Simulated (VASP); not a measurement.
Computed with PBEsol GGA, VASP's PBE PAW potentials (set 64) (plane waves; VASP).

VASP ran on this input.

KPOINTS:
```
Automatic mesh
0
Gamma
4 4 4
0 0 0
```

POSCAR:
```
LuZn
1
    3.4910000000     0.0000000000     0.0000000000
    0.0000000000     3.4910000000     0.0000000000
    0.0000000000     0.0000000000     3.4910000000
Lu Zn
1 1
Direct
  0.0000000000   0.0000000000   0.0000000000
  0.5000000000   0.5000000000   0.5000000000
```

### INCAR
```
! general
SYSTEM =LuZn
PREC   =Accurate
ENCUT  =300
LREAL  =.FALSE.
LASPH  =.TRUE.

! electronic loop
EDIFF  =1E-6
NELM   =100
ALGO   =Normal
LMAXMIX=6

! smearing
ISMEAR =0
SIGMA  =0.1

! functional
GGA    =PS

! ions
ISIF   =2

! output
LWAVE  =.FALSE.
LCHARG =.FALSE.
```

POTCAR, in this order: Lu_3 Zn (PBE.64 set). Program: vasp_std.

The run wrote:

File OSZICAR:
```
       N       E                     dE             d eps       ncg     rms          rms(c)
DAV:   1     0.509442488587E+02    0.50944E+02   -0.79396E+03   432   0.132E+03
DAV:   2    -0.591944218760E+01   -0.56864E+02   -0.55953E+02   462   0.425E+02
DAV:   3    -0.720107464733E+01   -0.12816E+01   -0.12796E+01   396   0.442E+01
DAV:   4    -0.722916074598E+01   -0.28086E-01   -0.28073E-01   388   0.431E+00
DAV:   5    -0.722945975922E+01   -0.29901E-03   -0.29901E-03   404   0.573E-01    0.216E+01
DAV:   6    -0.700953133809E+01    0.21993E+00   -0.16555E+00   392   0.243E+01    0.120E+01
DAV:   7    -0.699872286925E+01    0.10808E-01   -0.34149E-01   464   0.106E+01    0.430E+00
DAV:   8    -0.698504920897E+01    0.13674E-01   -0.70722E-02   440   0.447E+00    0.239E-01
DAV:   9    -0.698501920828E+01    0.30001E-04   -0.38515E-03   482   0.714E-01    0.136E-01
DAV:  10    -0.698499195496E+01    0.27253E-04   -0.28857E-04   422   0.245E-01    0.302E-02
DAV:  11    -0.698499237027E+01   -0.41531E-06   -0.17086E-05   398   0.487E-02    0.657E-03
DAV:  12    -0.698499219291E+01    0.17736E-06   -0.53256E-07   182   0.115E-02
   1 F= -.69849922E+01 E0= -.69732094E+01  d E =-.235656E-01
```

**OUTCAR**
```
------------------------ aborting loop because EDIFF is reached ----------------------------------------
  FORCE on cell =-STRESS in cart. coord.  units (eV):
  Direction    XX          YY          ZZ          XY          YZ          ZX
  --------------------------------------------------------------------------------------
  Total       -1.0237481     -1.0237481     -1.0237481     -0.0000000      0.0000000     -0.0000000
  in kB      -38.5526437    -38.5526437    -38.5526437     -0.0000000      0.0000000     -0.0000000
  external PRESSURE =     -38.5526437 kB  Pullay stress =       0.0000000 kB
  volume of cell :       42.55
      direct lattice vectors                 reciprocal lattice vectors
     3.491000000  0.000000000  0.000000000     0.286450874  0.000000000  0.000000000
     0.000000000  3.491000000  0.000000000     0.000000000  0.286450874  0.000000000
     0.000000000  0.000000000  3.491000000     0.000000000  0.000000000  0.286450874
 POSITION                                       TOTAL-FORCE (eV/Angst)
 -----------------------------------------------------------------------------------
      0.00000      0.00000      0.00000         0.000000      0.000000      0.000000
      1.74550      1.74550      1.74550         0.000000      0.000000      0.000000
 -----------------------------------------------------------------------------------
    total drift:                               -0.000000      0.000000      0.000000
  FREE ENERGIE OF THE ION-ELECTRON SYSTEM (eV)
  ---------------------------------------------------
  free  energy   TOTEN  =        -6.9849921929 eV

  energy  without entropy=       -6.9614265793  energy(sigma->0) =       -6.97320939
```
(Selected blocks of OUTCAR.)

### OUTCAR
```
 val. band max:        2.6753335230   @ k =   0.5000   0.5000   0.0000

 cond. band min:       2.7236562864   @ k =   0.2500   0.2500   0.0000


 Fermi energy:         2.6939896165

 k-point     1 :       0.0000    0.0000    0.0000
  band No.  band energies     occupation
      1     -23.9003      2.00000
      2     -23.9003      2.00000
      3     -23.9003      2.00000
      4      -5.0239      2.00000
      5      -4.2983      2.00000
      6      -4.2983      2.00000
      7      -4.0696      2.00000
      8      -4.0696      2.00000
      9      -4.0696      2.00000
     10       3.0308      0.00000
     11       3.0308      0.00000
     12       7.7195      0.00000
     13       7.7204      0.00000
     14       7.7228      0.00000

 k-point     2 :       0.2500    0.0000    0.0000
  band No.  band energies     occupation
      1     -24.0307      2.00000
      2     -23.8894      2.00000
      3     -23.8894      2.00000
      4      -4.2585      2.00000
      5      -4.2437      2.00000
      6      -4.0904      2.00000
      7      -4.0904      2.00000
      8      -4.0570      2.00000
      9      -4.0033      2.00000
     10       1.9135      2.00000
     11       3.2531      0.00000
     12       5.4765      0.00000
     13       5.4765      0.00000
     14       6.9003      0.00000

 k-point     3 :       0.5000    0.0000    0.0000
  band No.  band energies     occupation
      1     -24.1574      2.00000
      2     -23.8784      2.00000
      3     -23.8784      2.00000
      4      -4.2186      2.00000
      5      -4.1207      2.00000
      6      -4.1107      2.00000
      7      -4.1107      2.00000
      8      -4.0444      2.00000
      9      -1.4911      2.00000
     10      -1.3695      2.00000
     11       3.5190      0.00000
     12       4.5873      0.00000
     13       4.5873      0.00000
     14       8.0350      0.00000

 k-point     4 :       0.2500    0.2500    0.0000
  band No.  band energies     occupation
...
```

At this cut-off the stress carries a Pulay error, which pulls relaxed volumes low.

The structure comes from a measured LuZn entry (Pm-3m) of the Crystallography Open Database, whose conditions weren't checked. The cell was not relaxed at this level. The k-mesh is coarse (spacing up to 0.45 per Å, 2π included), so the numbers may not be converged in it. The run is one of a series of settings (KPOINTS 4×4×4 Γ-centred mesh against the base run), some of them coarse on purpose. The electron count is odd and the run is not spin-polarised, which forces a metal.
